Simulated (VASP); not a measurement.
Input:

```
CELL_PARAMETERS angstrom
      1.60461    -2.77927     0.00000
      1.60461     2.77927     0.00000
      0.00000     0.00000    12.88912
ATOMIC_POSITIONS crystal
  W  0.33333 0.66667 0.25000
  W  0.66667 0.33333 0.75000
  S  0.33333 0.66667 0.87401
  S  0.66667 0.33333 0.37401
  S  0.66667 0.33333 0.12599
  S  0.33333 0.66667 0.62599
```

Method: PBEsol GGA, VASP's PBE PAW potentials (set 64) (plane waves; VASP). Numerical set-up: 520 eV cut-off, 8×8×2 Γ-centred mesh, Gaussian smearing of 0.050 eV, potentials W_sv S.

Without a dispersion term in the relaxation, distances and binding between the weakly bound layers, chains or molecules are unreliable, and so is what depends on them.

Task: The ions and cell shape at fixed volume are relaxed. Predict the relaxed structure.

Result: 
```
CELL_PARAMETERS angstrom
      1.57565    -2.72911     0.00000
      1.57565     2.72911     0.00000
      0.00000     0.00000    13.36722
ATOMIC_POSITIONS crystal
  W  0.33333 0.66667 0.25000
  W  0.66667 0.33333 0.75000
  S  0.33333 0.66667 0.86724
  S  0.66667 0.33333 0.36724
  S  0.66667 0.33333 0.13276
  S  0.33333 0.66667 0.63276
```
Space group P6_3/mmc (194), at a tolerance of 0.03 Å.

Task: How much energy does the relaxation gain?

Result: The energy (σ→0) changes by -28.0 meV/atom, in 8 ionic steps.

The compound is WS2 in the 2H layered structure. This cell is one point of a volume scan, at 1.06 of the reference volume. Symmetry was kept, so distortions that lower it aren't found.
